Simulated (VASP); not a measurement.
Data:

```
PbO
1.0
    4.13622     0.00000     0.00000
    0.00000     4.13622     0.00000
    0.00000     0.00000     5.55901
Pb O
2 2
Direct
  0.50000   0.00000   0.78147
  0.00000   0.50000   0.21853
  0.50000   0.50000   0.00000
  0.00000   0.00000   0.00000
```

All values below come from PBE GGA, VASP's PBE PAW potentials (set 64) (plane waves; VASP 6.6.1). Numerical set-up: 520 eV cut-off, 6×6×4 Γ-centred mesh, Gaussian smearing of 0.050 eV, potentials Pb_d O.

Without a dispersion term in the relaxation, distances and binding between the weakly bound layers, chains or molecules are unreliable, and so is what depends on them.

The ions and cell shape at fixed volume are relaxed. Predict the relaxed structure.

```
PbO
1.0
    4.06421     0.00000     0.00000
    0.00000     4.06421     0.00000
    0.00000     0.00000     5.75773
Pb O
2 2
Direct
  0.50000   0.00000   0.79305
  0.00000   0.50000   0.20695
  0.50000   0.50000   0.00000
  0.00000   0.00000   0.00000
```
Space group P4/nmm (129), at a tolerance of 0.03 Å.

How much energy does the relaxation gain?

The energy (σ→0) changes by -13.9 meV/atom, in 8 ionic steps.

| step | E(σ→0) (eV) | max force (eV/Å) | pressure (GPa) | volume (Å³) |
|---|---|---|---|---|
| 1 | -21.4611 | 0.706 | -3.40 | 95.11 |
| 2 | -21.4965 | 0.275 | -2.03 | 95.11 |
| 3 | -21.5039 | 0.037 | -1.02 | 95.11 |
| 4 | -21.5098 | 0.037 | -0.80 | 95.11 |
| 5 | -21.5162 | 0.030 | -0.35 | 95.11 |
| 6 | -21.5165 | 0.027 | -0.21 | 95.11 |
| 7 | -21.5165 | 0.027 | -0.23 | 95.11 |
| 8 | -21.5166 | 0.008 | -0.33 | 95.11 |

The compound is PbO in the litharge structure. This cell is one point of a volume scan, at 1.06 of the reference volume. Symmetry was kept, so distortions that lower it aren't found.
